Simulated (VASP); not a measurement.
VASP input:

### INCAR
```
ALGO = Normal
EDIFF = 1E-6
ENCUT = 400
GGA = PE
ISMEAR = 0
LASPH = .True.
LCHARG = .False.
LMAXMIX = 4
LREAL = .False.
LWAVE = .True.
NELM = 100
PREC = Accurate
SIGMA = 0.05
SYSTEM = In4As2Sb2
```

### POSCAR
```
In4As2Sb2
1
    6.4120408874     0.0000000000     0.0000000000
    0.0000000000     6.4120408874     0.0000000000
    0.0000000000     0.0000000000     6.4162956340
In Sb As
4 2 2
Direct
  0.0000000000   0.0000000000   0.9834674962
  0.5000000000   0.5000000000   0.9834674962
  0.5000000000   0.0000000000   0.5165325038
  0.0000000000   0.5000000000   0.5165325038
  0.2500000000   0.2500000000   0.2500000000
  0.7500000000   0.7500000000   0.2500000000
  0.7500000000   0.2500000000   0.7500000000
  0.2500000000   0.7500000000   0.7500000000
```

### KPOINTS
```
Regular mesh
0
gamma
  4 4 4
```

POTCAR, in this order: In_d Sb As (PBE.64 set). Program: vasp_std.

Write an equivalent input for Quantum ESPRESSO's pw.x.

One equivalent input (not run):
```
&CONTROL
  calculation = 'scf'
  pseudo_dir = './pseudo'
  outdir = './out'
  tprnfor = .true.
  tstress = .true.
/
&SYSTEM
  ibrav = 0
  nat = 8
  ntyp = 3
  ecutwfc = 84
  occupations = 'smearing'
  smearing = 'gaussian'
  degauss = 0.003675
  input_dft = 'pbe'
/
&ELECTRONS
  conv_thr = 7.3e-08
  electron_maxstep = 100
/
ATOMIC_SPECIES
  In 114.818 In.upf
  Sb 121.760 Sb.upf
  As 74.922 As.upf
CELL_PARAMETERS angstrom
     6.4120409    0.0000000    0.0000000
     0.0000000    6.4120409    0.0000000
     0.0000000    0.0000000    6.4162956
ATOMIC_POSITIONS crystal
  In   0.0000000  0.0000000  0.9834675
  In   0.5000000  0.5000000  0.9834675
  In   0.5000000  0.0000000  0.5165325
  In   0.0000000  0.5000000  0.5165325
  Sb   0.2500000  0.2500000  0.2500000
  Sb   0.7500000  0.7500000  0.2500000
  As   0.7500000  0.2500000  0.7500000
  As   0.2500000  0.7500000  0.7500000
K_POINTS automatic
  4 4 4 0 0 0
```
Limits of the translation: the potentials are each code's own (VASP's PAW set, PseudoDojo norm-conserving files in pw.x), so ENCUT and ecutwfc are chosen apart and not converted; conv_thr bounds pw.x's estimated SCF error, while EDIFF bounds the energy change between steps.

The structure was generated: In4As2Sb2 was put into an ordered model structure (P-4m2), which need not be its known phase. It was relaxed first, which changed the volume by +7 %.
